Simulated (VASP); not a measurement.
An input for Ansatz (written as the equivalent of a VASP run, and not itself run):

Ansatz 0.2 input:
```yaml
crystal:
  lattice:
    - [0.0000000, 3.0082140, 3.0082140]
    - [3.0082140, 0.0000000, 3.0082140]
    - [3.0082140, 3.0082140, 0.0000000]
  atoms:
    - { symbol: In, position: [0.0000000, 0.0000000, 0.0000000] }
    - { symbol: P, position: [0.2500000, 0.2500000, 0.2500000] }
kpoints:
  mp_grid: { grid: [8, 8, 8] }
hamiltonian:
  xc: pbe
  pseudopotentials: { kind: paw }
scf:
  occupations: { method: gaussian, width: 0.05 }
  max_iter: 100
output: { forces: true, stress: true, eigenvalues: true }
```

Question: Translate this input to VASP (INCAR, KPOINTS, POSCAR, choice of POTCAR).

Answer: Several could match; the one computed here: 
POSCAR:
```
InP
4.2542570
  0.0000000000   0.7071067830   0.7071067830
  0.7071067830   0.0000000000   0.7071067830
  0.7071067830   0.7071067830   0.0000000000
In P
1 1
direct
  0.0000000000   0.0000000000   0.0000000000
  0.2500000000   0.2500000000   0.2500000000
```

### KPOINTS
```
Automatic
0
gamma
  8 8 8
```

### INCAR
```
# general
SYSTEM  = InP
PREC    = Accurate
ENCUT   = 520   # plane-wave cut-off (eV)
LREAL   = .False.
LASPH   = .True.   # aspherical one-centre terms

# electronic loop
EDIFF   = 1E-7
NELM    = 100
ALGO    = Normal
LMAXMIX = 4

# smearing
ISMEAR  = 0
SIGMA   = 0.05   # width (eV)

# functional
GGA     = PE   # PBE

# ions
ISIF    = 2   # forces and stress, cell fixed

# output
LWAVE   = .False.
LCHARG  = .False.
```

POTCAR, in this order: In_d P (PBE.64 set). Program: vasp_std.

The two are equivalent in intent, not identical: each code has its own PAW files, so the cut-off isn't converted (ENCUT is set for VASP's; basis.ecutwfc is left out, and Ansatz then takes the one that its files recommend); Ansatz stops its SCF on the density residual and VASP on the energy change (EDIFF).

The compound is InP in the zinc blende structure. This cell is one point of a volume scan, at 1.03 of the reference volume.
